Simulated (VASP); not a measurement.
Here is the system:

```yaml
crystal:
  lattice:
    - [4.47372, 0.00000, 0.00000]
    - [0.00000, 4.47372, 0.00000]
    - [0.00000, 0.00000, 6.22418]
  atoms:
    - { symbol: Ge, position: [0.00000, 0.00000, 0.00000] }
    - { symbol: Te, position: [0.00000, 0.00000, 0.50000] }
    - { symbol: Te, position: [0.50000, 0.50000, 0.00000] }
    - { symbol: Pb, position: [0.50000, 0.50000, 0.50000] }
```

Calculation: r2SCAN meta-GGA, VASP's PBE PAW potentials (set 64) (plane waves; VASP). Settings: 400 eV cut-off, 6×6×4 Γ-centred mesh, tetrahedra with Blöchl corrections, potentials Ge_d Te Pb_d.

Unless said otherwise, spin-orbit coupling is left out, though it shifts the bands of the heavy elements here.

Task: Give the energies of bands 14 to 23 at the high-symmetry points, in eV from the valence-band maximum.

Result: 
```json
[
 {"band": "14", "Γ": "-5.64", "X": "-8.30", "M": "-7.63", "Z": "-7.24", "R": "-9.06", "A": "-8.45"},
 {"band": "15", "Γ": "-5.33", "X": "-3.90", "M": "-5.29", "Z": "-2.79", "R": "-1.44", "A": "-4.57"},
 {"band": "16", "Γ": "-3.50", "X": "-3.83", "M": "-5.29", "Z": "-2.79", "R": "-1.41", "A": "-4.57"},
 {"band": "17", "Γ": "-3.50", "X": "-1.67", "M": "-3.57", "Z": "-2.75", "R": "-1.37", "A": "-4.42"},
 {"band": "18", "Γ": "-2.00", "X": "-1.62", "M": "-3.55", "Z": "-2.75", "R": "-1.30", "A": "-4.42"},
 {"band": "19", "Γ": "-1.80", "X": "-1.19", "M": "-3.36", "Z": "-1.85", "R": "-0.47", "A": "-0.77"},
 {"band": "20", "Γ": "-1.80", "X": "-0.99", "M": "-3.36", "Z": "-1.73", "R": "0.00", "A": "-0.46"},
 {"band": "21", "Γ": "3.15", "X": "0.78", "M": "3.20", "Z": "1.96", "R": "0.21", "A": "0.75"},
 {"band": "22", "Γ": "3.34", "X": "1.27", "M": "3.20", "Z": "2.86", "R": "0.28", "A": "1.83"},
 {"band": "23", "Γ": "3.34", "X": "1.75", "M": "4.81", "Z": "3.61", "R": "0.33", "A": "5.03"}
]
```

The gap is direct, 0.21 eV, from the valence maximum at R to the conduction minimum at R.

The structure comes from a computed database's GeTe2Pb entry (P4/mmm); how it stands against other phases isn't given here. It was relaxed first.
